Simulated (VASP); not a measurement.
Wanted: the native input for a VASP 6.6.1 run.

| Quantity | Value |
| --- | --- |
| Task | relaxation of cell and atoms |
| Functional | PBE |
| Potentials or basis | VASP PAW PBE potentials, release 64 (Si, Ge_d) |
| Cutoff | 520 eV |
| k mesh | 3 × 6 × 4 |
| Occupations | gaussian, width 0.15 eV |
| Spin | no spin polarisation |
| Further INCAR settings | PREC = Normal; LREAL = Auto; ALGO = Fast; EDIFF = 1e-05; ISYM = 0; IBRION = 2; EDIFFG = -0.03; NSW = 110; ISIF = 3 |

The structure of Si3Ge lies in POSCAR:

```
Si3Ge
1.0
    7.9092672100      0.1030504700      0.1434897600
    0.0515252300      3.9884023400     -0.0408778500
    0.1013994100     -0.0577740200      5.4223013000
Si Ge
6 2
Direct
    0.2476351600      0.5135888200      0.4847109700
    0.7479862200      0.5110986600      0.5002321500
    0.2530996900      0.0170187200      0.7490844900
    0.7564005800      0.0126263400      0.7428418300
    0.9940902400      0.4886412700      0.2438081600
    0.5052935100      0.4878028500      0.2684684100
    0.0011240400      0.9921792800      0.0008922600
    0.5097106200      0.0105677200      0.9931143000
```

The cell was built by a generator and needn't be a form met in nature.

These files were run (other wordings do the same):

INCAR

```
PREC = Normal
ENCUT = 520
EDIFF = 1E-5
ISMEAR = 0
SIGMA = 0.15
LREAL = Auto
LASPH = True
NELM = 80
ALGO = Fast
ISIF = 3
LWAVE = False
LCHARG = False
GGA = PE
IBRION = 2
NSW = 110
EDIFFG = -0.03
ISYM = 0
KPAR = 2
```

KPOINTS

```
Automatic mesh
0
Gamma
  3 6 4
```

Potentials or basis: VASP PAW PBE potentials, release 64 (Si, Ge_d).

Command:

```bash
$ cat potpaw_PBE.64/Si/POTCAR potpaw_PBE.64/Ge_d/POTCAR > POTCAR
$ mpirun -np 2 vasp_std > vasp.out
```

Results of the run:

```
Relaxed volume                         : 21.14 Å³/atom
Relaxed cell                           : a = 7.828 Å, b = 3.914 Å, c = 5.520 Å, α = 90.00°, β = 89.99°, γ = 90.02°
Space group after relaxing (to 0.05 Å) : P-4m2 (No. 115)
Energy gained by relaxing              : 45.1 meV/atom
Ionic steps                            : 25
Pressure after relaxing                : 0.0 GPa
Largest force after relaxing           : 0.016 eV/Å
Band gap on the k mesh                 : 0.39 eV
```

Caveat: an odd mesh through Γ misses points on the zone boundary, where band edges often lie.

Run time: 11 min on 2 MPI ranks on Intel(R) Xeon(R) Platinum 8375C CPU @ 2.90GHz (Ice Lake), with other jobs on the host, peak memory 0.25 GiB a rank.
